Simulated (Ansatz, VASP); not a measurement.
# ZrB2O5 (ZrB2O5 (P2_1/c)) in two plane-wave programs, part 2 of 2

One calculation is typed for both programs; each brings its own data sets. How far apart do they land? Of the first pair: The structure shown is the start of the Ansatz relaxation below; VASP solves that cell, so the two are compared at the walk's first step.

VASP 6.6.1 and Ansatz 0.2.0.

So far. Step 3 (VASP: single point, r2SCAN, start cell, pair 1): The run ends at a pressure of 0.16 GPa, with forces up to 0.021 eV/Å.

### Step 5. Ansatz: relaxation, r2SCAN

This run makes the geometry at which the two programs are then compared. The cell compared in this pair holds 274.76 Å³, against 275.22 Å³ for the pair before.

The structure compared here is the end of the Ansatz relaxation.

This is the run of step 2 again, met here at its other cell.

### Step 6. VASP: single point, r2SCAN, relaxed cell, pair 2

The same cell, functional, mesh and smearing now go to VASP, with its own data sets.

INCAR

```
SYSTEM = ZrB2O5
PREC = Accurate
ENCUT = 660
EDIFF = 1E-06
NELM = 120
ISMEAR = -1
SIGMA = 0.01
LREAL = Auto
ALGO = Normal
METAGGA = R2SCAN
LASPH = .TRUE.
NBANDS = 120
LORBIT = 11
LWAVE = .FALSE.
LCHARG = .FALSE.
ISIF = 2
GGA_COMPAT = .FALSE.
EFERMI = MIDGAP
LMIXTAU = .TRUE.
KPAR = 4
```

POSCAR

```
ZrB2O5
1.0
    4.4060607906      0.0000000000     -0.0015354333
    0.0000000000      6.9383832877      0.0000000000
   -0.1433573431      0.0000000000      8.9876397029
Zr B O
4 8 20
Direct
    0.9987164324      0.1125105357      0.3289564927
    0.0012835676      0.6125105357      0.1710435073
    0.0012835676      0.8874894643      0.6710435073
    0.9987164324      0.3874894643      0.8289564927
    0.5354022652      0.4129779187      0.3339985353
    0.5274482078      0.7301072004      0.9232621524
    0.4645977348      0.5870220813      0.6660014647
    0.4725517922      0.2698927996      0.0767378476
    0.5354022652      0.0870220813      0.8339985353
    0.4725517922      0.2301072004      0.5767378476
    0.4645977348      0.9129779187      0.1660014647
    0.5274482078      0.7698927996      0.4232621524
    0.7857315365      0.5902962170      0.6791290555
    0.6921569991      0.3448888634      0.1923552004
    0.6691657308      0.8960020890      0.8503462683
    0.6511475640      0.2790379860      0.4461483485
    0.3488524360      0.7209620140      0.5538516515
    0.7677891551      0.5978290587      0.9675702315
    0.6511475640      0.2209620140      0.9461483485
    0.2142684635      0.0902962170      0.8208709445
    0.7677891551      0.9021709413      0.4675702315
    0.6921569991      0.1551111366      0.6923552004
    0.7857315365      0.9097037830      0.1791290555
    0.3078430009      0.8448888634      0.3076447996
    0.3488524360      0.7790379860      0.0538516515
    0.2142684635      0.4097037830      0.3208709445
    0.6691657308      0.6039979110      0.3503462683
    0.3308342692      0.1039979110      0.1496537317
    0.2322108449      0.0978290587      0.5324297685
    0.3078430009      0.6551111366      0.8076447996
    0.3308342692      0.3960020890      0.6496537317
    0.2322108449      0.4021709413      0.0324297685
```

KPOINTS

```
Automatic mesh
0
Gamma
6 4 3
0 0 0
```

PAW data sets: Zr_sv, B and O (PBE family, release 64).

On the command line:

```console
$ mpirun -np 4 vasp_std
```

What it wrote:

```text
[banner, memory and clock lines left out]
running    4 mpi-ranks, on    1 nodes
[...]
[... a notice as in an earlier step ...]

 LDA part: xc-table for (None), standard interpolation
 POSCAR, INCAR and KPOINTS ok, starting setup
[...]
entering main loop
       N       E                     dE             d eps       ncg     rms          rms(c)
DAV:   1     0.170014333757E+04    0.17001E+04   -0.12696E+05  7256   0.199E+03
DAV:   2    -0.317610877386E+03   -0.20178E+04   -0.19403E+04  8632   0.481E+02
DAV:   3    -0.461475435833E+03   -0.14386E+03   -0.14295E+03  8848   0.127E+02
DAV:   4    -0.471385990191E+03   -0.99106E+01   -0.98872E+01 13120   0.238E+01
[...]
DAV:  23    -0.366658538873E+03   -0.92111E-05   -0.31501E-06  5776   0.829E-03    0.482E-03
DAV:  24    -0.366658543045E+03   -0.41714E-05   -0.27624E-06  5808   0.782E-03    0.206E-03
DAV:  25    -0.366658544033E+03   -0.98869E-06   -0.77908E-07  4320   0.401E-03
   1 F= -.36665854E+03 E0= -.36665854E+03  d E =0.000000E+00
```

Parts of OUTCAR (step 6):

```text
  Total        1.1847458      0.9484819      1.0058543      0.0000000      0.0000000      0.1861880
  in kB        6.9084999      5.5307955      5.8653460      0.0000000      0.0000000      1.0857010
  external PRESSURE =       6.1015472 kB  Pullay stress =       0.0000000 kB

 POSITION                                       TOTAL-FORCE (eV/Angst)
 -----------------------------------------------------------------------------------
      4.35325      0.78064      2.95501        -0.007345      0.015816     -0.008546
     -0.01886      4.24983      1.53728         0.007345      0.015816      0.008546
     -0.09054      6.15774      6.03110         0.007345     -0.015816      0.008546
      4.28157      2.68855      7.44883        -0.007345     -0.015816     -0.008546
      2.31113      2.86540      3.00104         0.048870      0.002151      0.008326
      2.19161      5.06576      8.29714        -0.024586     -0.009712      0.000004
      1.95157      4.07298      5.98507        -0.048870     -0.002151     -0.008326
      2.07109      1.87262      0.68897         0.024586      0.009712     -0.000004
      2.23946      0.60379      7.49486         0.048870     -0.002151      0.008326
      1.99941      1.59657      5.18279         0.024586     -0.009712     -0.000004
      2.02325      6.33459      1.49125        -0.048870      0.002151     -0.008326
      2.26329      5.34181      3.80332        -0.024586      0.009712      0.000004
      3.36462      4.09570      6.10256         0.102429      0.012859      0.012102
      3.02211      2.39297      1.72776         0.065018      0.006912      0.006435
[...]
-----------------------------------------------------------------------------------
    total drift:                                0.000000      0.000000      0.000000

  FREE ENERGIE OF THE ION-ELECTRON SYSTEM (eV)
  ---------------------------------------------------
  free  energy   TOTEN  =      -366.6585440333 eV

  energy  without entropy=     -366.6585440333  energy(sigma->0) =     -366.65854403

[... 1 part as in an earlier step ...]

[... 2 further parts left out ...]
[key lines of the parts left out:]
E-fermi :   6.8270
```

The run ends at a pressure of 0.61 GPa, with forces up to 0.10 eV/Å.

### Step 7. Comparison

What differs besides the data sets and the points named for the pairs above, as far as they apply: the cutoff is 500 eV in Ansatz and 660 eV in VASP (PREC = Accurate, projectors in real space); Ansatz's pressure holds a Pulay correction, VASP's none. Total energies have different zeros and are not compared.

Both answers:

```
              quantity  Ansatz   VASP  difference
        pressure (GPa)    0.01   0.61       -0.60
gap on the k mesh (eV)   4.454  4.448      +0.006
```

Forces on 7 of the 32 atoms, those with the largest forces and the largest differences (eV/Å; atoms numbered as in POSCAR):

```
atom         Ansatz x, y, z            VASP x, y, z
 O13    0.001, 0.000, 0.002     0.102, 0.013, 0.012
 O18    0.001, 0.000, 0.000    0.054, -0.058, 0.011
 O20  -0.001, 0.000, -0.002   -0.102, 0.013, -0.012
 O21    0.001, 0.000, 0.000     0.054, 0.058, 0.011
 O23    0.001, 0.000, 0.002    0.102, -0.013, 0.012
 O26  -0.001, 0.000, -0.002  -0.102, -0.013, -0.012
 O32   -0.001, 0.000, 0.000   -0.054, 0.058, -0.011
```

The forces differ by 37 meV/Å r.m.s., where the r.m.s. force is 0.001 eV/Å in Ansatz and 0.037 eV/Å in VASP: the atoms lie near their places of rest in Ansatz, so a percentage would say little (all taken over all components). A gap on the mesh is an upper bound, since the band edges may lie between its points.

### Step 8. Results

```json
{"r.m.s. force difference (single point, r2SCAN, start cell, pair 1)": "41 meV/Å", "r.m.s. force difference (single point, r2SCAN, relaxed cell, pair 2)": "37 meV/Å", "difference in pressure (single point, r2SCAN, relaxed cell, pair 2)": "-0.60 GPa"}
```

The r.m.s. force difference is 41 meV/Å (single point, r2SCAN, start cell, pair 1), beyond the 12 meV/Å picked in this series as the mark of a large difference. What causes the difference of the single point, r2SCAN, start cell, pair 1 pair stays open here. What causes the difference of the single point, r2SCAN, relaxed cell, pair 2 pair stays open here. How closely two codes agree says nothing of how well the functional describes the real material.

[Lines on the potential files, build, host, timing and source positions are cut from VASP's logs without a mark.]

[Logs are printed without paths, hosts, clocks, repeated set-up lines and the standing remarks that a program may print on its own settings, such as how far it seeks lower states.]

[Hosts, paths, dates, database ids (printed as entryN), source tags and the programs' standing remarks are cut or masked in the printed files.]
